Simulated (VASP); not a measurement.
Input:

```xyz
4
Lattice="3.8649 0.0000 0.0000 0.0000 3.8649 0.0000 0.0000 0.0000 5.4294" Properties=species:S:1:pos:R:3 pbc="T T T"
Al     1.9325     1.9325     2.7147
Ga     0.0000     0.0000     0.0000
P      0.0000     1.9325     1.3564
P      1.9325     0.0000     4.0730
```

The numbers are results of PBEsol GGA, VASP's PBE PAW potentials (set 64) (plane waves; VASP), not measurements. Numerical set-up: 400 eV cut-off, Gaussian smearing of 0.050 eV, potentials Al Ga_d P.

Question: Predict the band gap (along the path) with the smallest direct gap where there is one.

Answer: 
- band gap (along the path): 1.48 eV
- smallest direct gap (along the path): 1.53 eV

Only differences to runs with the same potentials and settings are physical.

The structure comes from a computed database's AlGaP2 entry (P-4m2); how it stands against other phases isn't given here. It was relaxed first.
